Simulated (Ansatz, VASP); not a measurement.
# YTe: VASP beside Ansatz

One calculation is typed for both programs; each brings its own data sets and cutoff. How far apart do they land?

Method: plane waves, with VASP 6.6.1 beside it; relaxation of cell and atoms at PBEsol, in Ansatz 0.2.0.

The database entry behind the starting cell differs from later determinations by our own check (0.1 to 0.3 % short, probably kX units), so it need not match the best structure at ambient conditions.

### 1. The starting structure

Symmetry: Fm-3m, No. 225, cubic system. Conventional cell: a = 6.086 Å, b = 6.086 Å, c = 6.086 Å, α = 90.00°, β = 90.00°, γ = 90.00°. Te has 6 Y at 3.04 Å nearest. Nearest to Y lie 6 Te at 3.04 Å. Farther neighbours and most contacts between anions are not listed.

As a file:

```cif
data_structure
_symmetry_space_group_name_H-M 'Fm-3m'
_symmetry_Int_Tables_number 225
_cell_length_a 6.0859
_cell_length_b 6.0859
_cell_length_c 6.0859
_cell_angle_alpha 90.000
_cell_angle_beta 90.000
_cell_angle_gamma 90.000
_cell_volume 225.41
loop_
_atom_site_label
_atom_site_type_symbol
_atom_site_symmetry_multiplicity
_atom_site_Wyckoff_symbol
_atom_site_fract_x
_atom_site_fract_y
_atom_site_fract_z
_atom_site_occupancy
Te1 Te 4 a 0.00000 0.00000 0.00000 1
Y1 Y 4 b 0.50000 0.00000 0.00000 1
```

### 2. VASP: relaxation of cell and atoms, PBEsol

The relaxed volume is the usual yardstick between codes: its relative difference is about their pressure difference at one cell divided by the bulk modulus.

Lines of VASP's logs that name or quote its potential files are left out, and so is its time.

INCAR reads:

```
SYSTEM = YTe
PREC = Accurate
ENCUT = 350
EDIFF = 1E-08
NELM = 120
ISMEAR = 1
SIGMA = 0.2
LREAL = .FALSE.
ALGO = Fast
GGA = PS
NBANDS = 14
LASPH = .TRUE.
LORBIT = 11
LWAVE = .FALSE.
LCHARG = .FALSE.
KPAR = 4
IBRION = 1
NSW = 30
ISIF = 3
EDIFFG = -0.002
POTIM = 0.4
```

POSCAR reads:

```
YTe
1.0
    0.0000000000      3.0429494400      3.0429494400
    3.0429494400      0.0000000000      3.0429494400
    3.0429494400      3.0429494400      0.0000000000
Te Y
1 1
Direct
    0.0000000000      0.0000000000      0.0000000000
    0.5000000000      0.5000000000      0.5000000000
```

KPOINTS reads:

```
Automatic mesh
0
Gamma
9 9 9
0 0 0
```

The projector-augmented-wave data sets are Te and Y_sv (PBE family, release 64).

Launch:

```sh
> mpirun -np 4 vasp_std
```

Numbers of over 12 decimals in the logs are rounded to 6 here.

What it wrote:

```text
[banner, memory and clock lines left out]
running    4 mpi-ranks, on    1 nodes
 distrk:  each k-point on    1 cores,    4 groups
 distr:  one band on    1 cores,    1 groups

 POSCAR found type information on POSCAR TeY
 POSCAR found :  2 types and       2 ions
|                                                                             |
|               ----> ADVICE to this user running VASP <----                  |
|                                                                             |
|     You enforced a specific xc type in the INCAR file but a different       |
|     [... a line on the potential file left out ...]
|     I HOPE YOU KNOW WHAT YOU ARE DOING!                                     |
|                                                                             |

 LDA part: xc-table for (Slater+PW92), standard interpolation
 POSCAR, INCAR and KPOINTS ok, starting setup
 FFT: planning ... GRIDC
 FFT: planning ... GRID_SOFT
 FFT: planning ... GRID
 WAVECAR not read
 entering main loop
       N       E                     dE             d eps       ncg     rms          rms(c)
DAV:   1     0.456651485958E+02    0.45665E+02   -0.60411E+03   988   0.771E+02
DAV:   2    -0.102354679247E+02   -0.55901E+02   -0.53370E+02  1366   0.182E+02
DAV:   3    -0.135444221655E+02   -0.33090E+01   -0.32860E+01  1636   0.329E+01
DAV:   4    -0.136020488581E+02   -0.57627E-01   -0.57599E-01  1180   0.434E+00
DAV:   5    -0.136029914153E+02   -0.94256E-03   -0.94255E-03  1324   0.487E-01    0.232E+01
RMM:   6    -0.131524138961E+02    0.45058E+00   -0.65149E-01  1052   0.375E+00    0.153E+01
RMM:   7    -0.131339266405E+02    0.18487E-01   -0.11263E+00  1124   0.493E+00    0.342E+00
RMM:   8    -0.131060860294E+02    0.27841E-01   -0.33111E-01  1045   0.294E+00    0.107E+00
RMM:   9    -0.130948971617E+02    0.11189E-01   -0.52198E-02  1113   0.117E+00    0.292E-01
RMM:  10    -0.130971374277E+02   -0.22403E-02   -0.17096E-02  1211   0.579E-01    0.568E-01
RMM:  11    -0.130966759697E+02    0.46146E-03   -0.26977E-03  1181   0.272E-01    0.497E-01
RMM:  12    -0.130963097503E+02    0.36622E-03   -0.85589E-04  1182   0.172E-01    0.382E-01
RMM:  13    -0.130960741738E+02    0.23558E-03   -0.26349E-04  1180   0.117E-01    0.293E-01
RMM:  14    -0.130957906804E+02    0.28349E-03   -0.51170E-04  1093   0.145E-01    0.126E-01
RMM:  15    -0.130957889192E+02    0.17612E-05   -0.94263E-05  1166   0.654E-02    0.819E-02
RMM:  16    -0.130957816467E+02    0.72725E-05   -0.34159E-05  1209   0.315E-02    0.669E-02
RMM:  17    -0.130957728820E+02    0.87648E-05   -0.17916E-05  1193   0.287E-02    0.511E-02
RMM:  18    -0.130957652960E+02    0.75860E-05   -0.47630E-05  1176   0.368E-02    0.446E-03
RMM:  19    -0.130957662536E+02   -0.95767E-06   -0.80577E-06  1173   0.169E-02    0.525E-03
RMM:  20    -0.130957662844E+02   -0.30755E-07   -0.15032E-06  1213   0.596E-03    0.512E-03
RMM:  21    -0.130957661850E+02    0.99386E-07   -0.28889E-07  1158   0.269E-03    0.274E-03
RMM:  22    -0.130957660155E+02    0.16947E-06   -0.12649E-07  1110   0.255E-03    0.972E-04
 num prob  num prob  num prob  num prob  num prob RMM:  23    -0.130957660243E+02   -0.88171E-08   -0.22136E-08   785   0.969E-04
   1 F= -.13095766E+02 E0= -.13095456E+02  d E =-.130958E+02
 BRION: g(F)=  0.348E-59 g(S)=  0.307E-03
 bond charge predicted
       N       E                     dE             d eps       ncg     rms          rms(c)
DAV:   1    -0.130974257334E+02   -0.16597E-02   -0.30673E-02  1320   0.119E+00    0.301E-01
RMM:   2    -0.130961417909E+02    0.12839E-02   -0.25837E-03  1017   0.378E-01    0.151E-01
RMM:   3    -0.130957665705E+02    0.37522E-03   -0.21131E-03  1098   0.309E-01    0.138E-01
RMM:   4    -0.130958349830E+02   -0.68412E-04   -0.37471E-04  1147   0.119E-01    0.239E-02
RMM:   5    -0.130958494849E+02   -0.14502E-04   -0.21722E-04  1187   0.778E-02    0.204E-02
RMM:   6    -0.130958554935E+02   -0.60085E-05   -0.47157E-05  1260   0.355E-02    0.259E-02
WARNING in EDDRMM: call to ZHEGV failed, returncode =   6  3      5
RMM:   7    -0.130958581985E+02   -0.27051E-05   -0.12375E-05  1286   0.158E-02    0.211E-02
RMM:   8    -0.130958648992E+02   -0.67006E-05   -0.17595E-05  1109   0.305E-02    0.220E-02
RMM:   9    -0.130958630368E+02    0.18623E-05   -0.35264E-06  1115   0.115E-02    0.824E-03
WARNING in EDDRMM: call to ZHEGV failed, returncode =   6  3      5
RMM:  10    -0.130958630920E+02   -0.55133E-07   -0.11069E-06  1237   0.506E-03    0.690E-03
 num prob  num prob RMM:  11    -0.130958630865E+02    0.54238E-08   -0.32873E-07  1090   0.270E-03    0.576E-03
 num prob  num prob  num prob  num prob  num prob RMM:  12    -0.130958631840E+02   -0.97453E-07   -0.16073E-07   987   0.203E-03    0.476E-03
RMM:  13    -0.130958630122E+02    0.17176E-06   -0.28584E-07  1186   0.297E-03    0.239E-03
 num prob  num prob  num prob  num prob  num prob  num prob RMM:  14    -0.130958629672E+02    0.44988E-07   -0.52868E-08   942   0.179E-03    0.174E-03
 num prob WARNING in EDDRMM: call to ZHEGV failed, returncode =   8  4      6
 num prob RMM:  15    -0.130958629694E+02   -0.22103E-08   -0.76643E-08   842   0.123E-03
   2 F= -.13095863E+02 E0= -.13095544E+02  d E =-.969451E-04
 BRION: g(F)=  0.170E-59 g(S)=  0.407E-04 retain N=  1 mean eig= 0.73
 eig:   0.733
 bond charge predicted
       N       E                     dE             d eps       ncg     rms          rms(c)
DAV:   1    -0.130959904855E+02   -0.12752E-03   -0.22013E-03  1362   0.319E-01    0.797E-02
RMM:   2    -0.130959001918E+02    0.90294E-04   -0.18377E-04  1022   0.101E-01    0.404E-02
RMM:   3    -0.130958744103E+02    0.25781E-04   -0.15450E-04  1101   0.830E-02    0.369E-02
RMM:   4    -0.130958777494E+02   -0.33391E-05   -0.26225E-05  1141   0.313E-02    0.660E-03
RMM:   5    -0.130958787267E+02   -0.97733E-06   -0.15992E-05  1170   0.212E-02    0.547E-03
RMM:   6    -0.130958791193E+02   -0.39255E-06   -0.35624E-06  1254   0.983E-03    0.717E-03
 num prob RMM:   7    -0.130958791895E+02   -0.70185E-07   -0.90749E-07  1233   0.431E-03    0.625E-03
RMM:   8    -0.130958789703E+02    0.21918E-06   -0.26136E-06  1108   0.113E-02    0.102E-02
RMM:   9    -0.130958789076E+02    0.62724E-07   -0.53539E-07  1078   0.440E-03    0.348E-03
 num prob  num prob  num prob  num prob RMM:  10    -0.130958789255E+02   -0.17905E-07   -0.90838E-08  1036   0.199E-03    0.262E-03
 num prob  num prob  num prob RMM:  11    -0.130958789397E+02   -0.14179E-07   -0.59356E-08   906   0.132E-03    0.186E-03
 num prob  num prob  num prob  num prob  num prob  num prob RMM:  12    -0.130958789314E+02    0.82771E-08   -0.21341E-08   807   0.115E-03
   3 F= -.13095879E+02 E0= -.13095563E+02  d E =-.159619E-04
 BRION: g(F)=  0.346E-59 g(S)=  0.581E-06 retain N=  1 mean eig= 0.83
 eig:   0.833
 reached required accuracy - stopping structural energy minimisation
```

OUTCAR, selected parts (step 2):

```text
ion  position               nearest neighbor table
   1  0.000  0.000  0.000-   2 3.04   2 3.04   2 3.04   2 3.04   2 3.04   2 3.04
   2  0.500  0.500  0.500-   1 3.04   1 3.04   1 3.04   1 3.04   1 3.04   1 3.04

  LATTYP: Found a face centered cubic cell.
 ALAT       =     6.0858988800

 Subroutine GETGRP returns: Found 48 space group operations
 (whereof 48 operations were pure point group operations)

The static configuration has the point symmetry O_h .

 Found     35 irreducible k-points:

   k-points           NKPTS =     35   k-points in BZ     NKDIM =     35   number of bands    NBANDS=     14

   dimension x,y,z NGX =    28 NGY =   28 NGZ =   28
   dimension x,y,z NGXF=    56 NGYF=   56 NGZF=   56

   ENCUT  =  350.0 eV  25.72 Ry    5.07 a.u.   6.56  6.56  6.56*2*pi/ulx,y,z

   NELECT =      17.0000    total number of electrons

 k-points in reciprocal lattice and weights: Automatic mesh
   0.00000000  0.00000000  0.00000000       0.001
   0.11111111  0.00000000  0.00000000       0.011
   0.22222222  0.00000000  0.00000000       0.011
   0.33333333  0.00000000  0.00000000       0.011
   0.44444444  0.00000000  0.00000000       0.011
   0.11111111  0.11111111  0.00000000       0.008
   0.22222222  0.11111111  0.00000000       0.033
   0.33333333  0.11111111  0.00000000       0.033
   0.44444444  0.11111111  0.00000000       0.033
[...]
-0.33333333  0.44444444  0.11111111       0.033
  -0.33333333  0.44444444  0.22222222       0.033

 average (electrostatic) potential at core
       1 -88.2590       2 -34.6083

 E-fermi :   6.9299

 k-point     1 :       0.0000    0.0000    0.0000
  band No.  band energies     occupation
    ...
      7       4.7704      2.00000
      8       4.7704      2.00000
      9       6.6617      2.06740
     10       6.6617      2.06740
     11       6.6617      2.06740
     12       7.2872     -0.02991
     13       7.2872     -0.02991
     14       8.4395     -0.00000

 k-point     2 :       0.1111    0.0000    0.0000
  band No.  band energies     occupation
    ...
      7       4.3322      2.00000
      8       4.3322      2.00000
      9       6.8645      1.52178
     10       6.8645      1.52178
     11       6.8679      1.49733
     12       7.8892     -0.00000
     13       7.8892     -0.00000
     14       9.1994     -0.00000

 k-point     3 :       0.2222    0.0000    0.0000
  band No.  band energies     occupation
    ...
      4     -16.7310      2.00000
      5      -5.9209      2.00000
      6       2.5183      2.00000
      7       3.6330      2.00000
      8       3.6330      2.00000
      9       7.0776      0.05469
     10       7.3245     -0.01741
     11       7.3245     -0.01741
     12       9.1819     -0.00000
     13       9.1819     -0.00000
    ...

  Total        0.0031675      0.0031675      0.0031675      0.0000000      0.0000000     -0.0000000
  in kB        0.0903347      0.0903347      0.0903347      0.0000000      0.0000000     -0.0000000
  external PRESSURE =       0.0903347 kB  Pullay stress =       0.0000000 kB

  energy-cutoff  :      350.00
  volume of cell :       56.18
      direct lattice vectors                 reciprocal lattice vectors
    -0.000000000  3.039815215  3.039815215    -0.164483682  0.164483682  0.164483682
     3.039815215 -0.000000000  3.039815215     0.164483682 -0.164483682  0.164483682
     3.039815215  3.039815215  0.000000000     0.164483682  0.164483682 -0.164483682

 POSITION                                       TOTAL-FORCE (eV/Angst)
 -----------------------------------------------------------------------------------
     -0.00000      0.00000     -0.00000         0.000000      0.000000      0.000000
      3.03982      3.03982      3.03982        -0.000000     -0.000000     -0.000000
 -----------------------------------------------------------------------------------
    total drift:                                0.000000      0.000000      0.000000

  FREE ENERGIE OF THE ION-ELECTRON SYSTEM (eV)
  ---------------------------------------------------
  free  energy   TOTEN  =       -13.0958789314 eV

  energy  without entropy=      -13.0949310270  energy(sigma->0) =      -13.09556296

 reached required accuracy - stopping structural energy minimisation

 total charge
# of ion       s       p       d       f       tot
--------------------------------------------------
    1        1.335   2.147   0.047   0.000   3.528
    2        2.151   6.261   1.081   0.038   9.532
--------------------------------------------------
tot          3.486   8.408   1.128   0.038  13.060

[... 3 further parts left out ...]
```

CONTCAR:

```
YTe
   1.00000000000000
    -0.0000000000000000    3.0398152147573558    3.0398152147573558
     3.0398152147573558   -0.0000000000000000    3.0398152147573558
     3.0398152147573558    3.0398152147573558    0.0000000000000000
  Te              Y
     1     1
Direct
    -0.0000000000000000   -0.0000000000000000    0.0000000000000000
     0.5000000000000000    0.5000000000000000    0.5000000000000000
```

This run has no spin polarisation. Its electron count is odd, so without a moment it is a metal by construction. The k-mesh is coarse for a metal.

[end of part 1 of 2]

[Lines on the potential files, build, host, timing and source positions are cut from VASP's logs without a mark.]

[Logs are printed without paths, hosts, clocks, repeated set-up lines and the standing remarks that a program may print on its own settings, such as how far it seeks lower states.]

[Hosts, paths, dates, database ids (printed as entryN), source tags and the programs' standing remarks are cut or masked in the printed files.]
